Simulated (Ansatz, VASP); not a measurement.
# Cross-check of SnH2 between VASP and Ansatz, part 3 of 3

Wanted: the spread between two codes on one cell, functional and k mesh. The cell is generated by rule, not measured, and may not be a known phase. Of the first pair: The cell is taken from a series of runs on this material, whose earlier steps may have relaxed, scaled, displaced or heated it; both programs get it as it stands.

VASP 6.6.1 and Ansatz 0.2.0.

So far: Starting point; Ansatz: zone-centre phonons, PBEsol; VASP: zone-centre phonons, PBEsol; Side by side.

### Step 5. VASP: relaxation of cell and atoms, PBEsol

Level of this step: PBEsol; plane waves and PAW (Sn_d, H); invented cell (VASP).

The relaxed volume is the usual yardstick between codes: in a stiff, nearly cubic crystal its relative difference is about their pressure difference at one cell divided by the bulk modulus. Its start cell is another than that of the pair before, and may be another structure of the material.

Input file INCAR:

```
SYSTEM = SnH2
PREC = Accurate
ENCUT = 500
EDIFF = 1E-07
NELM = 120
ISMEAR = 1
SIGMA = 0.2
LREAL = .FALSE.
ALGO = Normal
GGA = PS
NBANDS = 14
LORBIT = 11
LWAVE = .FALSE.
LCHARG = .FALSE.
ISIF = 3
IBRION = 2
NSW = 80
EDIFFG = -0.005
LASPH = .TRUE.
GGA_COMPAT = .FALSE.
NELMIN = 4
KPAR = 2
```

Input file POSCAR:

```
SnH2
1.0
    3.8173043659      0.8516801026     -0.0066719371
   -1.1710755403      3.7317228372      0.0066719314
    0.0050552410     -0.0029186459      2.9295668719
Sn H
1 2
Direct
    0.1258060506      0.1258061355      0.9999999999
    0.1268372706      0.6260563210      0.9992835354
    0.6260562370      0.1268373566      0.0007164648
```

Input file KPOINTS:

```
Automatic mesh
0
Gamma
15 15 16
0 0 0
```

The projector-augmented-wave data sets are Sn_d and H (PBE family, release 64).

On the command line:

```console
$ mpirun -np 2 vasp_std
```

Numbers of over 12 decimals in the logs are rounded to 6 here.

Output:

```text
[banner, memory and clock lines left out]
running    2 mpi-ranks, on    1 nodes
[...]
[... a notice as in an earlier step ...]

 LDA part: xc-table for (Slater+PW92), standard interpolation
 POSCAR, INCAR and KPOINTS ok, starting setup
[...]
entering main loop
       N       E                     dE             d eps       ncg     rms          rms(c)
DAV:   1     0.841792808125E+02    0.84179E+02   -0.71551E+03 27260   0.150E+03
DAV:   2    -0.316892694634E+01   -0.87348E+02   -0.83257E+02 28862   0.320E+02
DAV:   3    -0.100413978239E+02   -0.68725E+01   -0.68344E+01 34040   0.806E+01
DAV:   4    -0.102052406308E+02   -0.16384E+00   -0.16381E+00 31106   0.140E+01
[...]
DAV:  12    -0.986807795074E+01   -0.14460E-05   -0.11227E-05 33308   0.265E-02    0.323E-03
DAV:  13    -0.986807908177E+01   -0.11310E-05   -0.23028E-06 29528   0.119E-02    0.115E-03
DAV:  14    -0.986807917476E+01   -0.92992E-07   -0.15633E-07 32520   0.275E-03
   1 F= -.98680792E+01 E0= -.98675839E+01  d E =-.986808E+01
[... from here on, the cycles between the ionic steps are left out ...]
   2 F= -.98699208E+01 E0= -.98694461E+01  d E =-.184161E-02
   3 F= -.98709618E+01 E0= -.98705193E+01  d E =-.288262E-02
   4 F= -.98721947E+01 E0= -.98717557E+01  d E =-.123294E-02
   5 F= -.98748566E+01 E0= -.98744304E+01  d E =-.389483E-02
   6 F= -.98755146E+01 E0= -.98751274E+01  d E =-.455279E-02
   7 F= -.98759998E+01 E0= -.98755926E+01  d E =-.503796E-02
   8 F= -.98769751E+01 E0= -.98765280E+01  d E =-.975371E-03
   9 F= -.98769867E+01 E0= -.98765433E+01  d E =-.986906E-03
  10 F= -.98769863E+01 E0= -.98765436E+01  d E =-.986510E-03
  11 F= -.98770007E+01 E0= -.98765498E+01  d E =-.144633E-04
 trial-energy change:   -0.000014  1 .order   -0.000015   -0.000018   -0.000011
 step:   3.6371(harm=  3.6371)  dis= 0.00037  next Energy=    -9.877009 (dE=-0.232E-04)
 reached required accuracy - stopping structural energy minimisation
```

Parts of OUTCAR (step 5):

```text
  Total       -0.0081424      0.0038043      0.0072729      0.0103462      0.0003328     -0.0005764
  in kB       -0.2888005      0.1349348      0.2579596      0.3669655      0.0118035     -0.0204447
  external PRESSURE =       0.0346980 kB  Pullay stress =       0.0000000 kB

 POSITION                                       TOTAL-FORCE (eV/Angst)
 -----------------------------------------------------------------------------------
      0.35491      0.60170      2.92671        -0.000158     -0.000274      0.000000
     -0.16017      2.49705      2.92842        -0.001154      0.000849      0.000762
      2.24824      1.10656     -0.00171         0.001312     -0.000575     -0.000762
 -----------------------------------------------------------------------------------
    total drift:                                0.000407      0.000414     -0.000003

  FREE ENERGIE OF THE ION-ELECTRON SYSTEM (eV)
  ---------------------------------------------------
  free  energy   TOTEN  =        -9.8770007299 eV

  energy  without entropy=       -9.8756478551  energy(sigma->0) =       -9.87654977

 reached required accuracy - stopping structural energy minimisation

[... 3 further parts left out ...]
[key lines of the parts left out:]
E-fermi :   3.7205
```

The run keeps the 2 symmetry operations of its start, so it cannot find a distortion of lower symmetry.

### Step 6. Ansatz: relaxation of cell and atoms, PBEsol

Its own start cell and the same functional, mesh and smearing now go to Ansatz, which takes its cutoff from its data sets.

The two relaxations start from unlike cells of this crystal, so only their ends are compared.

Input file input.yaml:

```yaml
crystal:
  lattice:
    - [3.5965558943, 0.0, 0.0]
    - [-1.7982779471, 3.1147087706, 0.0]
    - [0.0, 0.0, 3.1406510309]
  atoms:
    - { symbol: Sn, position: [0.0010388171, 0.0010388171, 0.0] }
    - { symbol: H, position: [0.2721637015, 0.6054970348, 0.219013677] }
    - { symbol: H, position: [0.6054970348, 0.2721637015, 0.780986323] }
kpoints:
  mp_grid: { grid: [15, 15, 16] }
hamiltonian:
  xc: pbesol
scf:
  occupations: { method: methfessel_paxton, width: 0.2 }
output:
  forces: true
  stress: true
  eigenvalues: true
relax:
  adjacent_minimum: "off"
  f_tol: 0.002
  max_steps: 120
  cell: { stress_tol: 0.03 }
```

On the command line:

```console
$ ansatz run input.yaml --threads 4 --pin off --max-ram 7168MiB --backend cpu --events-out ev --progress --plain --runs-dir out
```

Output:

```text
[...]
Crystal: 3 atoms, lattice volume = 35.182 Å³
Basis set: ecut = 420 eV, 659 PW (Γ), exchange–correlation on 50×50×48 points (8 copies of the dense FFT grid, shifted against one another)
Bands: 12, of which v1, the nominal top of the filled ones, is band 8 counted from 1 (7 counted from 0)
Symmetry: 2 space group operations
[...]
k-points: 968 of 3600 (time reversal used)
[...]
cell:  # Å, volume = 45.2904 Å³
    - [3.797833, 1.015522, -8.129825980870319e-5]
    - [-1.019448, 3.796781, 8.129825980870235e-5]
    - [-7.099276946695493e-5, 4.098769456302238e-5, 2.930506]
  atoms:
    - { symbol: Sn, position: [0.126217, 0.126217, 0] }
    - { symbol: H, position: [0.126254, 0.626228, 6.258622886573013e-5] }
    - { symbol: H, position: [0.626228, 0.126254, 0.999937] }
[key lines of the parts left out:]
SCF converged after 6 iterations
Free energy (F): -5980.104040 eV
Fermi energy:    5.453766 eV
P = ⅓ Tr σ = -0.0031 GPa (-0.031 kbar)
```

### Step 7. Comparison

What differs besides the data sets and the points named for the pairs above, as far as they apply: Ansatz adds a Pulay correction to the stress that steers its cell, VASP none. Total energies have different zeros and are not compared.

The two programs side by side:

```
                                         quantity  Ansatz   VASP  difference
                                      volume (Å³)   45.29  45.17     +0.26 %
edge a after relaxation, in the typed setting (Å)   3.931  3.929     +0.07 %
edge c after relaxation, in the typed setting (Å)   2.930  2.927     +0.13 %
```

Found at a tolerance of 0.01 Å, the end structures differ in symmetry: P4/mmm in Ansatz, Cmmm in VASP; the atoms lie within 0.05 Å of each other, which can come from where the walks stopped or from unlike electronic states.

### Step 8. Summary of results

| Quantity | Value |
| --- | --- |
| r.m.s. difference of the optical zone-centre modes, each program's sorted by frequency (zone-centre phonons, PBEsol) | 1.3 cm⁻¹ |
| difference in volume (relaxation of cell and atoms, PBEsol) | 0.26 % |

**Reading.** The difference in volume is 0.26 % (relaxation of cell and atoms, PBEsol), within the 1.2 % picked in this series as the mark of a large difference, as far as the stopping tolerances let one tell. How closely two codes agree says nothing of how well the functional describes the real material.

[Lines on the potential files, build, host, timing and source positions are cut from VASP's logs without a mark.]

[Logs are printed without paths, hosts, clocks, repeated set-up lines and the standing remarks that a program may print on its own settings, such as how far it seeks lower states.]

[Hosts, paths, dates, database ids (printed as entryN), source tags and the programs' standing remarks are cut or masked in the printed files.]
